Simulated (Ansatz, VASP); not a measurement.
# TaN in two plane-wave programs, part 2 of 3

Wanted: the spread between two codes on one cell, functional and k mesh. The cell is taken from a series of runs on this material, whose earlier steps may have relaxed, scaled, displaced or heated it; both programs get it as it stands.

VASP 6.6.1 and Ansatz 0.2.0.

So far: Starting point; Ansatz: zone-centre phonons, PBEsol.

## Step 3: VASP: zone-centre phonons, PBEsol

Level of this step: PBEsol; plane waves and PAW (N, Ta_pv) (VASP).

The same cell, functional, mesh and smearing now go to VASP, with its own data sets.

Lines of VASP's logs that name or quote its potential files are left out, and so is its time.

Contents of INCAR:

```
SYSTEM = TaN
PREC = Accurate
ENCUT = 600
EDIFF = 1E-08
NELM = 120
ISMEAR = 1
SIGMA = 0.2
LREAL = .FALSE.
ALGO = Normal
GGA = PS
NBANDS = 30
LASPH = .TRUE.
LORBIT = 11
LWAVE = .FALSE.
LCHARG = .FALSE.
ISIF = 2
IBRION = 8
GGA_COMPAT = .FALSE.
KPAR = 2
```

Contents of POSCAR:

```
TaN
1.0
    5.2917601536      0.0000000000      0.0000000000
   -2.6458800768      4.5827987237      0.0000000000
    0.0000000000      0.0000000000      2.9201417541
N Ta
3 3
Direct
    0.5000000000      0.0000000000      0.0000000000
    0.5000000000      0.5000000000      0.0000000000
    0.0000000000      0.5000000000      0.0000000000
    0.0000000000      0.0000000000      0.0000000000
    0.3333333333      0.6666666667      0.5000000000
    0.6666666667      0.3333333333      0.5000000000
```

Contents of KPOINTS:

```
Automatic mesh
0
Gamma
9 9 12
0 0 0
```

The projector-augmented-wave data sets are N and Ta_pv (PBE family, release 64).

The run is started by

```bash
> mpirun -np 2 vasp_std
```

Output:

```text
[banner, memory and clock lines left out]
running    2 mpi-ranks, on    1 nodes
 distrk:  each k-point on    1 cores,    2 groups
 distr:  one band on    1 cores,    1 groups

 POSCAR found type information on POSCAR N Ta
 POSCAR found :  2 types and       6 ions
|                                                                             |
|               ----> ADVICE to this user running VASP <----                  |
|                                                                             |
|     You enforced a specific xc type in the INCAR file but a different       |
|     [... a line on the potential file left out ...]
|     I HOPE YOU KNOW WHAT YOU ARE DOING!                                     |
|                                                                             |

 LDA part: xc-table for (Slater+PW92), standard interpolation
 POSCAR, INCAR and KPOINTS ok, starting setup
 FFT: planning ... GRIDC
 FFT: planning ... GRID_SOFT
 FFT: planning ... GRID
 WAVECAR not read
 entering main loop
       N       E                     dE             d eps       ncg     rms          rms(c)
DAV:   1     0.472549450412E+03    0.47255E+03   -0.28722E+04  5040   0.185E+03
DAV:   2    -0.453429469407E+02   -0.51789E+03   -0.49975E+03  5800   0.509E+02
DAV:   3    -0.778899981428E+02   -0.32547E+02   -0.31825E+02  6288   0.120E+02
DAV:   4    -0.786518833370E+02   -0.76189E+00   -0.74855E+00  6302   0.171E+01
DAV:   5    -0.786701335208E+02   -0.18250E-01   -0.18208E-01  6328   0.214E+00    0.430E+01
DAV:   6    -0.692815805548E+02    0.93886E+01   -0.54830E+01  6448   0.415E+01    0.187E+01
DAV:   7    -0.688316107834E+02    0.44997E+00   -0.50439E+00  6574   0.153E+01    0.106E+01
DAV:   8    -0.686743232386E+02    0.15729E+00   -0.10580E+00  6558   0.547E+00    0.358E+00
DAV:   9    -0.686404194103E+02    0.33904E-01   -0.14315E-01  6452   0.299E+00    0.491E-01
DAV:  10    -0.686394760384E+02    0.94337E-03   -0.26727E-02  6412   0.885E-01    0.212E-01
DAV:  11    -0.686388163810E+02    0.65966E-03   -0.63811E-03  6362   0.475E-01    0.580E-02
DAV:  12    -0.686387678627E+02    0.48518E-04   -0.34449E-04  6496   0.122E-01    0.205E-02
DAV:  13    -0.686387677873E+02    0.75383E-07   -0.22110E-05  6710   0.272E-02    0.589E-03
DAV:  14    -0.686387678187E+02   -0.31420E-07   -0.17044E-06  6832   0.844E-03    0.206E-03
DAV:  15    -0.686387676558E+02    0.16287E-06   -0.30920E-07  6866   0.367E-03    0.307E-04
DAV:  16    -0.686387676682E+02   -0.12320E-07   -0.10495E-08  4062   0.766E-04    0.221E-04
DAV:  17    -0.686387676581E+02    0.10089E-07   -0.21097E-09  3948   0.354E-04    0.718E-05
DAV:  18    -0.686387676583E+02   -0.27194E-09   -0.51107E-10  3948   0.178E-04
   1 F= -.68638768E+02 E0= -.68640480E+02  d E =0.513683E-02
 Linear response reoptimize wavefunctions to high precision
DAV:   1    -0.686387676580E+02    0.35470E-09   -0.15307E-10  3918   0.809E-05
DAV:   2    -0.686387676580E+02    0.63665E-11   -0.53589E-11  3828   0.472E-05
 Linear response DOF=           7
 Linear response progress:
  Degree of freedom:   1/  7
       N       E                     dE             d eps       ncg     rms          rms(c)
RMM:   1    -0.240084066987E+00   -0.24008E+00    0.13799E-01 20808   0.210E+00
RMM:   2    -0.238047174567E+00    0.20369E-02   -0.12129E-02 18123   0.449E-01    0.132E-01
RMM:   3    -0.239034742889E+00   -0.98757E-03   -0.21474E-03 17613   0.159E-01    0.669E-02
RMM:   4    -0.239989029037E+00   -0.95429E-03   -0.45583E-04 18322   0.829E-02    0.208E-02
RMM:   5    -0.240162234775E+00   -0.17321E-03   -0.66549E-05 19105   0.285E-02    0.697E-03
RMM:   6    -0.240158021529E+00    0.42132E-05   -0.57898E-06 19122   0.867E-03    0.103E-03
RMM:   7    -0.240150003708E+00    0.80178E-05   -0.10712E-06 20228   0.244E-03    0.625E-04
RMM:   8    -0.240150429694E+00   -0.42599E-06   -0.70061E-08 20339   0.900E-04    0.137E-04
RMM:   9    -0.240150274648E+00    0.15505E-06   -0.16495E-07 19636   0.435E-04    0.247E-05
RMM:  10    -0.240150289099E+00   -0.14452E-07    0.27537E-09 21770   0.210E-04    0.203E-05
RMM:  11    -0.240150256232E+00    0.32867E-07   -0.42219E-08 20931   0.144E-04    0.535E-06
RMM:  12    -0.240150292381E+00   -0.36149E-07   -0.38021E-08 22371   0.128E-04    0.257E-06
RMM:  13    -0.240150289219E+00    0.31624E-08   -0.39290E-08 21747   0.122E-04    0.123E-06
 first order change of Fermi-energy  -0.97811E-05
 force on displaced ion       1 direction 1 :   5.126   0.000   0.000
 Linear response progress:
  Degree of freedom:   2/  7
       N       E                     dE             d eps       ncg     rms          rms(c)
RMM:   1    -0.254308639268E+00   -0.25431E+00    0.15431E-01 21847   0.240E+00
RMM:   2    -0.246426980510E+00    0.78817E-02   -0.19470E-02 17719   0.503E-01    0.451E-01
[...]
RMM:  13    -0.248796466234E+00   -0.22245E-07    0.24690E-08 22321   0.135E-04    0.197E-06
RMM:  14    -0.248796471262E+00   -0.50280E-08    0.23908E-09 22385   0.131E-04    0.772E-07
 first order change of Fermi-energy  -0.35144E-03
 force on displaced ion       1 direction 2 :   0.000 -28.720   0.000
 Linear response progress:
  Degree of freedom:   3/  7
       N       E                     dE             d eps       ncg     rms          rms(c)
RMM:   1    -0.237312553424E+00   -0.23731E+00    0.15297E-01 21572   0.234E+00
[...]
RMM:  20    -0.213033275852E+00    0.70175E-09   -0.13592E-07 22760   0.193E-04    0.298E-06
RMM:  21    -0.213033266363E+00    0.94895E-08   -0.10704E-07 22980   0.185E-04    0.537E-06
RMM:  22    -0.213033265412E+00    0.95041E-09   -0.87156E-08 23135   0.179E-04    0.691E-06
 first order change of Fermi-energy  -0.61443E-03
 force on displaced ion       4 direction 1 :   2.501  -0.000   0.000
 Linear response progress:
  Degree of freedom:   5/  7
       N       E                     dE             d eps       ncg     rms          rms(c)
RMM:   1    -0.111296621946E+00   -0.11130E+00    0.15615E+01  5883   0.161E+01
RMM:   2    -0.140169629867E+00   -0.28873E-01   -0.33681E-02  7734   0.871E-01    0.154E-01
RMM:   3    -0.138200532792E+00    0.19691E-02   -0.51222E-03  8335   0.240E-01    0.652E-02
RMM:   4    -0.136934801629E+00    0.12657E-02   -0.99011E-04  8886   0.113E-01    0.294E-02
RMM:   5    -0.136423481175E+00    0.51132E-03   -0.10740E-04  9921   0.342E-02    0.299E-03
RMM:   6    -0.136450702160E+00   -0.27221E-04   -0.12659E-05  9390   0.906E-03    0.136E-03
RMM:   7    -0.136451447289E+00   -0.74513E-06   -0.31830E-06  9769   0.288E-03    0.367E-04
RMM:   8    -0.136455630459E+00   -0.41832E-05   -0.22287E-06  9845   0.127E-03    0.848E-05
RMM:   9    -0.136456564592E+00   -0.93413E-06   -0.95583E-07 10288   0.630E-04    0.541E-05
RMM:  10    -0.136457242525E+00   -0.67793E-06   -0.62266E-07 10219   0.395E-04    0.317E-05
RMM:  11    -0.136456934565E+00    0.30796E-06   -0.38676E-07 10283   0.290E-04    0.125E-05
RMM:  12    -0.136457058018E+00   -0.12345E-06   -0.24580E-07 10596   0.239E-04    0.803E-06
RMM:  13    -0.136457173102E+00   -0.11508E-06   -0.16474E-07 10647   0.209E-04    0.428E-06
RMM:  14    -0.136457242385E+00   -0.69283E-07   -0.12178E-07 11025   0.189E-04    0.177E-06
RMM:  15    -0.136457264587E+00   -0.22202E-07   -0.85038E-08 10727   0.175E-04    0.166E-06
RMM:  16    -0.136457292405E+00   -0.27818E-07   -0.63725E-08 10928   0.165E-04    0.622E-07
RMM:  17    -0.136457316462E+00   -0.24058E-07   -0.49496E-08 10906   0.159E-04    0.424E-07
RMM:  18    -0.136457320264E+00   -0.38015E-08   -0.47059E-08 10229   0.154E-04    0.469E-07
 first order change of Fermi-energy   0.11653E-02
 force on displaced ion       4 direction 3 :   0.000   0.000  -6.294
 Linear response progress:
  Degree of freedom:   6/  7
       N       E                     dE             d eps       ncg     rms          rms(c)
RMM:   1    -0.182815564995E+00   -0.18282E+00    0.10440E+01 17734   0.204E+01
RMM:   2    -0.211275095445E+00   -0.28460E-01   -0.52780E-02 28561   0.139E+00    0.202E-01
RMM:   3    -0.210825888547E+00    0.44921E-03   -0.79549E-03 31097   0.332E-01    0.111E-01
RMM:   4    -0.210317441654E+00    0.50845E-03   -0.87106E-04 35929   0.125E-01    0.462E-02
RMM:   5    -0.210163628774E+00    0.15381E-03   -0.80862E-05 37154   0.388E-02    0.225E-02
RMM:   6    -0.210057769735E+00    0.10586E-03   -0.80202E-05 35381   0.153E-02    0.451E-03
RMM:   7    -0.210049744078E+00    0.80257E-05   -0.73019E-05 36222   0.760E-03    0.158E-03
RMM:   8    -0.210048235023E+00    0.15091E-05   -0.32277E-05 36487   0.356E-03    0.800E-04
RMM:   9    -0.210049469777E+00   -0.12348E-05   -0.20338E-05 37521   0.159E-03    0.355E-04
RMM:  10    -0.210050122478E+00   -0.65270E-06   -0.13345E-05 36347   0.105E-03    0.130E-04
RMM:  11    -0.210050520050E+00   -0.39757E-06   -0.81889E-06 37787   0.624E-04    0.501E-05
RMM:  12    -0.210050732016E+00   -0.21197E-06   -0.50611E-06 36669   0.459E-04    0.178E-05
RMM:  13    -0.210050882825E+00   -0.15081E-06   -0.32665E-06 38479   0.358E-04    0.124E-05
RMM:  14    -0.210050941712E+00   -0.58886E-07   -0.21605E-06 38881   0.300E-04    0.852E-06
RMM:  15    -0.210051006851E+00   -0.65139E-07   -0.13947E-06 39743   0.270E-04    0.363E-06
RMM:  16    -0.210051090926E+00   -0.84075E-07   -0.91981E-07 38507   0.251E-04    0.305E-06
RMM:  17    -0.210051053373E+00    0.37553E-07   -0.60065E-07 39262   0.237E-04    0.295E-06
RMM:  18    -0.210051061220E+00   -0.78474E-08   -0.39999E-07 40656   0.227E-04    0.338E-06
 first order change of Fermi-energy  -0.36113E-04
 force on displaced ion       5 direction 1 : -24.448  -0.004   0.000
 Linear response progress:
  Degree of freedom:   7/  7
       N       E                     dE             d eps       ncg     rms          rms(c)
RMM:   1    -0.144394027310E+00   -0.14439E+00    0.10409E+01  7594   0.195E+01
RMM:   2    -0.170177415157E+00   -0.25783E-01   -0.43528E-02 11585   0.127E+00    0.145E-01
RMM:   3    -0.169746294224E+00    0.43112E-03   -0.90315E-03 13190   0.343E-01    0.741E-02
RMM:   4    -0.169195941139E+00    0.55035E-03   -0.89407E-04 14712   0.126E-01    0.261E-02
RMM:   5    -0.169001483796E+00    0.19446E-03   -0.84662E-05 14905   0.329E-02    0.791E-03
RMM:   6    -0.168937365239E+00    0.64119E-04   -0.27754E-05 14330   0.113E-02    0.161E-03
RMM:   7    -0.168935040292E+00    0.23249E-05   -0.15208E-05 14366   0.467E-03    0.542E-04
RMM:   8    -0.168935397328E+00   -0.35704E-06   -0.10801E-05 15011   0.215E-03    0.307E-04
RMM:   9    -0.168936885237E+00   -0.14879E-05   -0.68931E-06 14674   0.126E-03    0.811E-05
RMM:  10    -0.168937375232E+00   -0.48999E-06   -0.44517E-06 14226   0.808E-04    0.377E-05
RMM:  11    -0.168937870255E+00   -0.49502E-06   -0.27306E-06 14569   0.578E-04    0.165E-05
RMM:  12    -0.168938034356E+00   -0.16410E-06   -0.18238E-06 15658   0.419E-04    0.835E-06
RMM:  13    -0.168938065422E+00   -0.31065E-07   -0.12036E-06 15467   0.332E-04    0.618E-06
RMM:  14    -0.168938152620E+00   -0.87198E-07   -0.83609E-07 15322   0.286E-04    0.428E-06
RMM:  15    -0.168938225230E+00   -0.72610E-07   -0.58881E-07 15758   0.253E-04    0.175E-06
RMM:  16    -0.168938195721E+00    0.29510E-07   -0.41031E-07 15837   0.231E-04    0.356E-06
RMM:  17    -0.168938277775E+00   -0.82054E-07   -0.29416E-07 15696   0.219E-04    0.240E-06
RMM:  18    -0.168938251761E+00    0.26014E-07   -0.20812E-07 16118   0.207E-04    0.900E-07
RMM:  19    -0.168938252451E+00   -0.68947E-09   -0.16447E-07 16063   0.200E-04    0.141E-06
RMM:  20    -0.168938238369E+00    0.14082E-07   -0.12717E-07 16459   0.196E-04    0.320E-06
RMM:  21    -0.168938250696E+00   -0.12327E-07   -0.10195E-07 16318   0.193E-04    0.247E-06
RMM:  22    -0.168938245267E+00    0.54288E-08   -0.82880E-08 16045   0.191E-04    0.325E-06
 first order change of Fermi-energy  -0.70151E-04
 force on displaced ion       5 direction 3 :   0.000  -0.000 -17.988
 Linear response finished
```

(Part 2 of 3 ends here.)

[Lines on the potential files, build, host, timing and source positions are cut from VASP's logs without a mark.]

[Logs are printed without paths, hosts, clocks, repeated set-up lines and the standing remarks that a program may print on its own settings, such as how far it seeks lower states.]

[Hosts, paths, dates, database ids (printed as entryN), source tags and the programs' standing remarks are cut or masked in the printed files.]
